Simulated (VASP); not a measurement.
A convergence study with VASP on CdSe (zinc blende): one setting is varied, all else stays as given below, so the limit is that of these other settings.

```
CdSe
1.0
    0.00000     3.02500     3.02500
    3.02500     0.00000     3.02500
    3.02500     3.02500     0.00000
Cd Se
1 1
Direct
  0.00000   0.00000   0.00000
  0.25000   0.25000   0.25000
```

These are PBEsol GGA, VASP's PBE PAW potentials (set 64) (plane waves; VASP) values and carry that method's errors. The tightest run used: 550 eV cut-off, 17×17×17 Γ-centred mesh, tetrahedra with Blöchl corrections, potentials Cd Se.

Gaps are read on the run's mesh, which can miss a band edge.

Question: The settings run are 3×3×3 mesh; 4×4×4 mesh; 5×5×5 mesh; 6×6×6 mesh; 7×7×7 mesh; 8×8×8 mesh; 9×9×9 mesh; 10×10×10 mesh; 11×11×11 mesh; 12×12×12 mesh; 13×13×13 mesh; 14×14×14 mesh; 15×15×15 mesh; 16×16×16 mesh; 17×17×17 mesh. From which on does the energy per atom stay within 0.002 eV/atom of the tightest run?

Answer: From 7×7×7 mesh on: it is off by 0.0011 there and by no more than 0.002 in any finer run, while 6×6×6 mesh is off by 0.0028.
| setting | E (eV/atom) | pressure (GPa) | gap on the mesh (eV) | irreducible k-points | difference judged (eV/atom) |
|---|---|---|---|---|---|
| 3×3×3 mesh | -2.9731 | 2.09 | 0.464 | 4 | 0.1138 |
| 4×4×4 mesh | -3.0592 | 1.41 | 0.498 | 8 | 0.0276 |
| 5×5×5 mesh | -3.0787 | 1.25 | 0.508 | 10 | 0.0081 |
| 6×6×6 mesh | -3.0840 | 1.20 | 0.512 | 16 | 0.0028 |
| 7×7×7 mesh | -3.0857 | 1.19 | 0.513 | 20 | 0.0011 |
| 8×8×8 mesh | -3.0864 | 1.19 | 0.514 | 29 | 0.0005 |
| 9×9×9 mesh | -3.0866 | 1.19 | 0.514 | 35 | 0.0002 |
| 10×10×10 mesh | -3.0867 | 1.19 | 0.514 | 47 | 0.0001 |
| 11×11×11 mesh | -3.0868 | 1.19 | 0.515 | 56 | 0.0001 |
| 12×12×12 mesh | -3.0868 | 1.19 | 0.515 | 72 | 0.0000 |
| 13×13×13 mesh | -3.0868 | 1.19 | 0.515 | 84 | 0.0000 |
| 14×14×14 mesh | -3.0868 | 1.19 | 0.515 | 104 | 0.0000 |
| 15×15×15 mesh | -3.0868 | 1.19 | 0.515 | 120 | 0.0000 |
| 16×16×16 mesh | -3.0868 | 1.19 | 0.515 | 145 | 0.0000 |
| 17×17×17 mesh | -3.0868 | 1.19 | 0.515 | 165 | 0.0000 |

Left out are rungs that failed or repeat a setting and relaxations that didn't move; long series are thinned to 24 rows.

The compound is CdSe in the zinc blende structure, whereas wurtzite is the usual form. The cell was not relaxed at this level.
